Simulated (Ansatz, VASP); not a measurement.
# CuF: VASP beside Ansatz, part 2 of 2

Aim: how closely do two programs agree when they are given the same cell, functional and k mesh? The cell is generated by rule, not measured, and may not be a known phase. The cell is taken from a series of runs on this material, whose earlier steps may have relaxed, scaled, displaced or heated it; both programs get it as it stands.

VASP 6.6.1 and Ansatz 0.2.0.

So far: The starting structure; VASP: zone-centre phonons, r2SCAN.

The structure was built from a prototype and need not be the compound's stable phase.

**3. Ansatz: zone-centre phonons, r2SCAN**

Level of this step: Ansatz beside VASP: Kohn-Sham DFT, plane waves, r2SCAN (Ansatz).

Ansatz runs on its default PAW (the set named soft_2) files.

The same cell, functional, mesh and smearing now go to Ansatz, which takes its cutoff from its data sets.

Contents of input.yaml:

```yaml
crystal:
  lattice:
    - [2.7384665451, 0.0, 0.0]
    - [0.0, 2.7384665451, 0.0]
    - [0.0, 0.0, 2.7384665451]
  atoms:
    - { symbol: Cu, position: [0.0, 0.0, 0.0] }
    - { symbol: F, position: [0.5, 0.5, 0.5] }
kpoints:
  mp_grid: { grid: [16, 16, 16] }
hamiltonian:
  xc: r2scan
scf:
  occupations: { method: methfessel_paxton, width: 0.15 }
output:
  eigenvalues: true
phonons:
  method: dfpt
```

Launch:

```bash
$ ansatz run input.yaml --threads 4 --pin off --max-ram 7168MiB --backend cpu --events-out ev --progress --plain --runs-dir out
```

Numbers of over 12 decimals in the logs are rounded to 6 here.

The log of the run:

```text
Engine: ansatz 0.2.0, aarch64-unknown-linux-gnu
Pseudopotentials: kind: paw
Pseudopotential: Cu, paw, valence charge 19, recommended cutoff 500 eV (meta_gga), Cu.paw.azcp
Pseudopotential: F, paw, valence charge 7, recommended cutoff 500 eV (meta_gga), F.paw.azcp
Functional definition: r2SCAN
  parameter k0 = 0.174
  parameter k1 = 0.065
  parameter a1 = 4.9479
  exchange = r2scan_x(k0 = k0, k1 = k1, a1 = a1)
  correlation = r2scan_c
Crystal: 2 atoms, lattice volume = 20.536 Å³
Basis set: ecut = 500 eV, 485 PW (Γ), exchange–correlation on 200×200×200 points (1000 copies of the dense FFT grid, shifted against one another)
Bands: 17, of which v1, the nominal top of the filled ones, is band 13 counted from 1 (12 counted from 0)
Symmetry: 48 space group operations
k-points: 405 of 4096 (irreducible under 8 space group operations, time reversal used)
Non-local potential: Cu, projectors of the file, l = 0: 3, l = 1: 2, l = 2: 3, l = 3: 1
Non-local potential: F, projectors of the file, l = 0: 2, l = 1: 2, l = 2: 1
PAW form: soft (Blöchl's): semilocal exchange-correlation on the pseudo side does not see the compensation charge
PAW frozen core: Cu, regenerated for the run's functional (the file was generated under x = pbe(κ = 0.804, μ = 0.219515), c = pbe(β = 0.066725))
PAW frozen core: F, regenerated for the run's functional (the file was generated under x = pbe(κ = 0.804, μ = 0.219515), c = pbe(β = 0.066725))
PAW one-centre angular grid: Cu, 590 points (default); XC on 160 Gauss nodes
PAW one-centre angular grid: F, 302 points (default); XC on 160 Gauss nodes
Initial density: superposition of atomic densities (neutral atoms: chi_scale 0, normalization atom), corrected by the library's trained network
Initial wavefunctions: pseudopotential atomic-orbital guess
Functional: x = r2scan, c = r2scan; τ floored in thin density (d = 2e-4 eV/Å³)
SCF iter   1: F=—  HF=-7439.911284 eV  |F-HF|=—  |Δ(HF+E_count)|=         —  Δρ=4.43e-2  dr2=2.22e-1  dr2_τ=1.90e-2  ethr=1.77e-3  ⟨swp⟩=4.4  Hψ=28337  notcnv=0
preconditioner: auto → none  [metal: Δε(μ)=0.004 eV  Ē_g=15.964 eV  σ=0.150 eV  W_gap=0.02  n_scr=6 (ndim 8)  ℏωp=34.8 eV  f_vac=0.000  D(μ)=1.45/eV (n_scr^D=18)  sad-step TF]
SCF iter   2: F=—  HF=-7439.898007 eV  |F-HF|=—  |Δ(HF+E_count)|=   1.33e-2  S|Δr|=    0.00e0  Δρ=1.24e-2  dr2=1.58e-2  dr2_τ=3.40e-3  ethr=8.55e-4  ⟨swp⟩=2.0  Hψ=13769  notcnv=0
SCF iter   3: F=—  HF=-7439.884816 eV  |F-HF|=—  |Δ(HF+E_count)|=   1.32e-2  S|Δr|=    0.00e0  Δρ=1.11e-2  dr2=1.50e-2  dr2_τ=5.33e-4  ethr=6.07e-5  ⟨swp⟩=2.0  Hψ=13692  notcnv=0
SCF iter   4: F=—  HF=-7439.882733 eV  |F-HF|=—  |Δ(HF+E_count)|=   2.08e-3  S|Δr|=    0.00e0  Δρ=4.89e-3  dr2=3.82e-3  dr2_τ=2.83e-4  ethr=5.78e-5  ⟨swp⟩=1.0  Hψ=10128  notcnv=0
SCF iter   5: F=—  HF=-7439.881703 eV  |F-HF|=—  |Δ(HF+E_count)|=   1.03e-3  S|Δr|=    0.00e0  Δρ=1.28e-3  dr2=2.23e-4  dr2_τ=7.72e-6  ethr=1.47e-5  ⟨swp⟩=2.0  Hψ=7928  notcnv=0
SCF iter   6: F=—  HF=-7439.881812 eV  |F-HF|=—  |Δ(HF+E_count)|=   1.08e-4  S|Δr|=    0.00e0  Δρ=3.66e-4  dr2=2.15e-5  dr2_τ=7.78e-7  ethr=8.56e-7  ⟨swp⟩=2.0  Hψ=8969  notcnv=0
SCF iter   7: F=—  HF=-7439.881808 eV  |F-HF|=—  |Δ(HF+E_count)|=   4.11e-6  S|Δr|=    0.00e0  Δρ=5.33e-5  dr2=3.49e-7  dr2_τ=8.09e-9  ethr=8.29e-8  ⟨swp⟩=2.4  Hψ=9577  notcnv=0
SCF iter   8: F=—  HF=-7439.881804 eV  |F-HF|=—  |Δ(HF+E_count)|=   3.56e-6  S|Δr|=    0.00e0  Δρ=4.13e-6  dr2=2.07e-9  dr2_τ=1.85e-10  ethr=1.34e-9  ⟨swp⟩=2.3  Hψ=8465  notcnv=0
SCF iter   9: F=—  HF=-7439.881804 eV  |F-HF|=—  |Δ(HF+E_count)|=  6.01e-10  S|Δr|=    0.00e0  Δρ=5.05e-7  dr2=3.60e-11  dr2_τ=2.91e-12  ethr=7.97e-12  ⟨swp⟩=2.0  Hψ=10181  notcnv=0
SCF iter  10: F=-7439.881804 eV  HF=-7439.881804 eV  |F-HF|=1.82e-12  |Δ(HF+E_count)|=  1.00e-11  S|Δr|=    0.00e0  Δρ=2.94e-8  dr2=7.84e-14  dr2_τ=2.90e-15  ethr=1.00e-12  ⟨swp⟩=5.0  Hψ=28011  notcnv=0
SCF 1 converged in 10 iterations: F = -7439.881804 eV  dr2 = 7.84e-14
  greatest PAW one-centre occupation: 1.001 electrons in one spin orbital (limit 2), on the Cu atom at site 0 (counted from 0), in its partial waves of l = 1
DFPT response loops at Γ: preconditioner auto → Kerker (q_TF=auto, 2.838 Å⁻¹) (partly filled bands, converged f_vac=0.000); β = 1.00, the filter's whole step (`scf.mixing.beta` (0.50) is not read by the response loops under this deck's `scf.mixing.preconditioner`; to damp them name `kerker` or `kerker_dos`, under which they read `scf.mixing.beta`, and type it under 1.00, their step now; both keys bind the ground state too); Broyden in place of MSR1
SCF converged after 10 iterations
Stability not checked: this state was not tested for a lower state beside it, because cold or Methfessel-Paxton smearing, or corrected tetrahedra, fill the levels in a way that the test cannot read (fill_not_monotonic; see scf.lower_state_search)
Free energy (F): -7439.881804 eV
Harris-Foulkes:  -7439.881804 eV  (|F-HF|=1.82e-12)
Internal energy: -7439.889775 eV  (E = F + TS)
E sigma→0 (E₀):  -7439.883797 eV
Entropy (-TS):   0.007971 eV (3.986 meV/atom)
Fermi energy:    11.313483 eV
--- Per-component energies (eV) ---
  E_band       = -448.881329
  E_kinetic    = 508.631187
  E_local      = -4888.891215  (includes V_loc(G=0)·N_el)
  E_nonlocal   = 494.050609
  E_hartree    = 2128.662921
  E_xc         = -159.461554
  E_vxc        = -234.391364  (∫ρ·V_xc dr)
  E_paw        = -1903.252487  (= ΣΔE_a)
  E_vpaw       = -601.879709  (= ΣTr[D̂ρ^β])
  E_aug_tail   = 0.001052  (compensation charges beyond the density's cutoff)
  E_vtau       = 16.272249  (kinetic-family band-sum trace: ∫τ·v_τ [+ j·A + Jᵃ·Aᵃ] dr)
  E_ewald      = -3619.297789
  E_core_change = -0.332500  (= ΣΔE_core)
  E_smearing   = 0.007971  (= −TS)
  E_closure    = 0.000000  (closes the sum)
  Σ components = -7439.881804   (vs F -7439.881804, Δ=0.00e0)
--- Band table (eV; the first three rows and the last of 405) ---
  k-point 0: bands = [... 9 lower, 9.4328, 9.8326, 10.9233, 10.9233, 10.9233, 27.3430, 27.3430, 29.2500]
  k-point 1: bands = [... 9 lower, 9.4954, 10.0547, 10.9252, 10.9290, 10.9290, 26.5267, 27.3853, 29.2457]
  k-point 2: bands = [... 9 lower, 9.6572, 10.6107, 10.9307, 10.9459, 10.9459, 25.1295, 27.5128, 29.2286]
  k-point 404: bands = [... 9 lower, 11.2234, 11.2234, 11.3417, 11.3417, 18.7992, 18.7992, 18.7992, 23.4865]
--- Phonons (Γ-DFPT): 2 representative perturbations + reference, on 405 of 4096 k-points (Σ response iterations 14) ---
  k mesh reduced under 8 symmetry operations, with k and −k counted as one. Each operation leaves every solved perturbation unchanged. A smaller set is not considered because the functional reads the kinetic-energy density
  ASR residual: 2.499e-5 → 0.000e0 eV/Å²; symmetrization residual: 1.694e-6 eV/Å²
  ASR residual per site (eV/Å²): 2.50e-5 1.60e-5
  Γ frequencies (cm⁻¹): 0.00 0.00 0.00 69.33 69.33 69.33
  non-analytic LO–TO correction: not included (Born effective charges unavailable; polar crystals: no LO–TO splitting at Γ)
```

**4. Comparison**

Known differences besides the potentials themselves: VASP keeps PBE cores, Ansatz makes them for the functional; the data sets hold 26 valence electrons in Ansatz (on its default PAW (the set named soft_2) files) and 18 in VASP; the cutoff is 500 eV in Ansatz and 660 eV in VASP; VASP uses finite displacements, Ansatz perturbation theory. Total energies have different zeros and are not compared.

The two programs side by side:

```tsv
quantity	Ansatz	VASP	difference
optical mode 1 to 3 (cm⁻¹)	69.3	70.9	-2.24 %
```

Modes are paired by rising frequency, not by their patterns, so a pair may set unlike modes beside each other; they are those without the splitting of longitudinal modes.

**5. Summary of results**

| Property | Result |
| --- | --- |
| r.m.s. difference of the optical zone-centre modes, each program's sorted by frequency (zone-centre phonons, r2SCAN) | 1.6 cm⁻¹ |
| difference in optical mode 1 to 3 (zone-centre phonons, r2SCAN) | -2.2 % |

In words: The r.m.s. difference of the optical zone-centre modes, each program's sorted by frequency is 1.6 cm⁻¹ (zone-centre phonons, r2SCAN). The data sets hold unlike numbers of valence electrons (26 in Ansatz and 18 in VASP), so part of the differences comes from the potentials. Among the rows given in per cent, the largest difference of the zone-centre phonons, r2SCAN pair is in optical mode 1 to 3, -2.2 %. Such differences can come from data sets, numerical settings and the points named under the comparisons, not from the functional's error against experiment.

[Lines on the potential files, build, host, timing and source positions are cut from VASP's logs without a mark.]

[Logs are printed without paths, hosts, clocks, repeated set-up lines and the standing remarks that a program may print on its own settings, such as how far it seeks lower states.]

[Hosts, paths, dates, database ids (printed as entryN), source tags and the programs' standing remarks are cut or masked in the printed files.]
